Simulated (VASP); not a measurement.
The input files of a VASP run:

File POSCAR:
```
GaN
1
    1.5796258099    -2.7359921227     0.0000000000
    1.5796258099     2.7359921227     0.0000000000
    0.0000000000     0.0000000000     5.1435642164
Ga N
2 2
Direct
  0.6666670000   0.3333330000   0.5000507569
  0.3333330000   0.6666670000   0.0000507569
  0.6666670000   0.3333330000   0.8769492431
  0.3333330000   0.6666670000   0.3769492431
```

### INCAR
```
# general
SYSTEM =GaN
PREC   =Accurate
ENCUT  =620   # plane-wave cut-off (eV)
LREAL  =.FALSE.
LASPH  =.TRUE.   # aspherical one-centre terms

# electronic loop
EDIFF  =1E-6   # SCF stop (eV)
NELM   =100
ALGO   =Normal
LMAXMIX=4

# smearing
ISMEAR =0
SIGMA  =0.05   # width (eV)

# ions
IBRION =2
NSW    =40   # most ionic steps
ISIF   =3
EDIFFG =-0.02

# output
LWAVE  =.FALSE.
LCHARG =.FALSE.
```

KPOINTS:
```
Regular mesh
0
gamma
 8 8 5
0 0 0
```

POTCAR, in this order: Ga_d N (LDA.64 set). Program: vasp_std.

**Question.** Write an equivalent input for Quantum ESPRESSO's pw.x.

**Answer.** One equivalent input (not run):
```
&CONTROL
  calculation = 'vc-relax'
  pseudo_dir = './pseudo'
  outdir = './out'
  tprnfor = .true.
  tstress = .true.
  nstep = 40
  forc_conv_thr = 0.00078
/
&SYSTEM
  ibrav = 0
  nat = 4
  ntyp = 2
  ecutwfc = 84
  occupations = 'smearing'
  smearing = 'gaussian'
  degauss = 0.003675
  input_dft = 'pz'
/
&ELECTRONS
  conv_thr = 7.3e-08
  electron_maxstep = 100
/
&IONS
/
&CELL
/
ATOMIC_SPECIES
  Ga 69.723 Ga.upf
  N 14.007 N.upf
CELL_PARAMETERS angstrom
     1.5796258   -2.7359921    0.0000000
     1.5796258    2.7359921    0.0000000
     0.0000000    0.0000000    5.1435642
ATOMIC_POSITIONS crystal
  Ga   0.6666670  0.3333330  0.5000508
  Ga   0.3333330  0.6666670  0.0000508
  N    0.6666670  0.3333330  0.8769492
  N    0.3333330  0.6666670  0.3769492
K_POINTS automatic
  8 8 5 0 0 0
```
The two are equivalent in intent, not identical: the potentials are each code's own (VASP's PAW set, PseudoDojo norm-conserving files in pw.x), so ENCUT and ecutwfc are chosen apart and not converted; conv_thr bounds pw.x's estimated SCF error, while EDIFF bounds the energy change between steps; forc_conv_thr acts on force components and is met together with etot_conv_thr.

The compound is GaN in the wurtzite structure. It was relaxed first.
